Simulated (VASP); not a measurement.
Input:

```
CELL_PARAMETERS angstrom
      3.46034     0.00000     0.00000
      0.00000     3.46034     0.00000
      0.00000     0.00000     3.46034
ATOMIC_POSITIONS crystal
  V  0.00000 0.00000 0.00000
  Co 0.50000 0.50000 0.00000
  Co 0.00000 0.50000 0.50000
  Co 0.50000 0.00000 0.50000
```

Calculation: PBEsol GGA, VASP's PBE PAW potentials (set 64) (plane waves; VASP). Numerical set-up: 400 eV cut-off, Gaussian smearing of 0.050 eV, potentials V_sv Co.

Estimate the band gap (along the path) with the smallest direct gap where there is one.

The band gap (along the path) is none (metal, semimetal or under 0.01 eV).

The structure comes from a computed database's VCo3 entry (Pm-3m); how it stands against other phases isn't given here. It was relaxed first. The run is not spin-polarised, so no magnetic state was tried.
